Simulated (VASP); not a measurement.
```xyz
1
Lattice="0.0000 1.7357 1.7357 1.7357 0.0000 1.7357 1.7357 1.7357 0.0000" Properties=species:S:1:pos:R:3 pbc="T T T"
Ni     0.0000     0.0000     0.0000
```
Starting moments (μB, in the order of the record's atoms Ni): 0.8.

The numbers are results of r2SCAN+rVV10, VASP's PBE PAW potentials (set 64) (plane waves; VASP 6.6.1), not measurements. Run with 520 eV cut-off, 20×20×20 Γ-centred mesh, tetrahedra with Blöchl corrections, potentials Ni.

Estimate the cell moment, energy per atom (σ→0), band gap (over mesh and band path) with the smallest direct gap where there is one.

* **band gap (over mesh and band path)**: none (metal, semimetal or under 0.01 eV)
* **cell moment**: 0.71 μB
* **energy per atom (σ→0)**: -11.703 eV/atom

Give the moment on each site (PAW-sphere projection).

```
site  moment (μB)
----  -----------
Ni1          0.73
```

The compound is Ni in the fcc structure. It was relaxed first.
